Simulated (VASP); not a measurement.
Level of theory: PBEsol GGA, VASP's PBE PAW potentials (set 64) (plane waves; VASP).

A VASP calculation is set up with these files.

### KPOINTS
```
Automatic mesh
0
Gamma
7 7 7
0 0 0
```

POSCAR:
```
Sr
1.0
  0.0000000000   2.9585650766   2.9585650766
  2.9585650766   0.0000000000   2.9585650766
  2.9585650766   2.9585650766   0.0000000000
Sr
1
Cart
  0.0000000000   0.0000000000   0.0000000000
```

**INCAR**
```
SYSTEM = Sr
PREC = Accurate
ENCUT = 480
EDIFF = 1E-6
NELM = 100
ALGO = Normal
LREAL = .FALSE.
LASPH = .TRUE.
ISMEAR = 0
SIGMA = 0.05
GGA = PS
LMAXMIX = 4
LWAVE = .FALSE.
LCHARG = .FALSE.
IBRION = 2
ISIF = 3
NSW = 60
EDIFFG = -0.01
```

POTCAR, in this order: Sr_sv (PBE.64 set). Program: vasp_std.

What VASP printed:

OUTCAR:
```
 ion  position               nearest neighbor table
   1  0.000  0.000  0.000-
  LATTYP: Found a face centered cubic cell.
 ALAT       =     5.9171301532
 Subroutine PRICEL returns:
 Original cell was already a primitive cell.
 Subroutine GETGRP returns: Found 48 space group operations
The static configuration has the point symmetry O_h .
The dynamic configuration has the point symmetry O_h .
 Subroutine INISYM returns: Found 48 space group operations
 Subroutine IBZKPT returns following result:
 Found     20 irreducible k-points:

 Following reciprocal coordinates:
            Coordinates               Weight
  0.000000  0.000000  0.000000      1.000000
  0.142857  0.000000  0.000000      8.000000
  0.285714  0.000000  0.000000      8.000000
  0.428571  0.000000  0.000000      8.000000
  0.142857  0.142857  0.000000      6.000000
  0.285714  0.142857  0.000000     24.000000
  0.428571  0.142857  0.000000     24.000000
 -0.428571  0.142857  0.000000     24.000000
 -0.285714  0.142857  0.000000     24.000000
 -0.142857  0.142857  0.000000     12.000000
...
```

File OSZICAR:
```
       N       E                     dE             d eps       ncg     rms          rms(c)
DAV:   1     0.385615835552E+02    0.38562E+02   -0.46658E+03   361   0.905E+02
DAV:   2    -0.243597752362E+00   -0.38805E+02   -0.38204E+02   392   0.167E+02
DAV:   3    -0.181833813165E+01   -0.15747E+01   -0.15707E+01   542   0.281E+01
DAV:   4    -0.184715142977E+01   -0.28813E-01   -0.28806E-01   493   0.390E+00
DAV:   5    -0.184758706331E+01   -0.43563E-03   -0.43559E-03   620   0.340E-01    0.119E+01
DAV:   6    -0.184404148945E+01    0.35456E-02   -0.56520E-03   462   0.104E+00    0.673E+00
DAV:   7    -0.184177841950E+01    0.22631E-02   -0.11304E-02   534   0.137E+00    0.244E-01
DAV:   8    -0.184176845419E+01    0.99653E-05   -0.95965E-04   499   0.197E-01    0.715E-02
DAV:   9    -0.184178867608E+01   -0.20222E-04   -0.40115E-05   497   0.494E-02    0.372E-02
DAV:  10    -0.184179338810E+01   -0.47120E-05   -0.50621E-06   458   0.207E-02    0.859E-03
DAV:  11    -0.184179304876E+01    0.33935E-06   -0.17152E-07   220   0.382E-03
   1 F= -.18417930E+01 E0= -.18405637E+01  d E =-.184179E+01
       N       E                     dE             d eps       ncg     rms          rms(c)
DAV:   1    -0.184238410955E+01   -0.59072E-03   -0.13669E-02   458   0.960E-01    0.202E-01
DAV:   2    -0.184192572832E+01    0.45838E-03   -0.10172E-03   393   0.307E-01    0.683E-02
DAV:   3    -0.184179315852E+01    0.13257E-03   -0.73277E-04   536   0.169E-01    0.696E-02
DAV:   4    -0.184181720341E+01   -0.24045E-04   -0.12127E-05   436   0.330E-02    0.329E-02
DAV:   5    -0.184183135096E+01   -0.14148E-04   -0.64294E-05   498   0.480E-02    0.808E-03
DAV:   6    -0.184183108940E+01    0.26156E-06   -0.41443E-07   230   0.473E-03
   2 F= -.18418311E+01 E0= -.18406345E+01  d E =-.380406E-04
```

OUTCAR:
```
------------------------ aborting loop because EDIFF is reached ----------------------------------------
  FORCE on cell =-STRESS in cart. coord.  units (eV):
  Direction    XX          YY          ZZ          XY          YZ          ZX
  --------------------------------------------------------------------------------------
  Total       -0.0066056     -0.0066056     -0.0066056      0.0000000     -0.0000000      0.0000000
  in kB       -0.2049120     -0.2049120     -0.2049120      0.0000000     -0.0000000      0.0000000
  external PRESSURE =      -0.2049120 kB  Pullay stress =       0.0000000 kB
  volume of cell :       51.65
      direct lattice vectors                 reciprocal lattice vectors
     0.000000000  2.955797807  2.955797807    -0.169159067  0.169159067  0.169159067
     2.955797807 -0.000000000  2.955797807     0.169159067 -0.169159067  0.169159067
     2.955797807  2.955797807  0.000000000     0.169159067  0.169159067 -0.169159067
 POSITION                                       TOTAL-FORCE (eV/Angst)
 -----------------------------------------------------------------------------------
      5.91160      5.91160      5.91160        -0.000000     -0.000000     -0.000000
 -----------------------------------------------------------------------------------
    total drift:                                0.000000     -0.000000      0.000000
  FREE ENERGIE OF THE ION-ELECTRON SYSTEM (eV)
  ---------------------------------------------------
  free  energy   TOTEN  =        -1.8418310894 eV

  energy  without entropy=       -1.8394380072  energy(sigma->0) =       -1.84063455

 reached required accuracy - stopping structural energy minimisation
```
(Selected blocks of OUTCAR.)

File CONTCAR:
```
Sr
   1.00000000000000
     0.0000000000000000    2.9557978071308129    2.9557978071308129
     2.9557978071308129   -0.0000000000000000    2.9557978071308129
     2.9557978071308129    2.9557978071308129    0.0000000000000000
  Sr
     1
Direct
     1.0000000000000000    1.0000000000000000    1.0000000000000000
```

The compound is Sr in the fcc structure. This run relaxes it. Symmetry was kept, so distortions that lower it aren't found. The start is the result of an earlier pass.
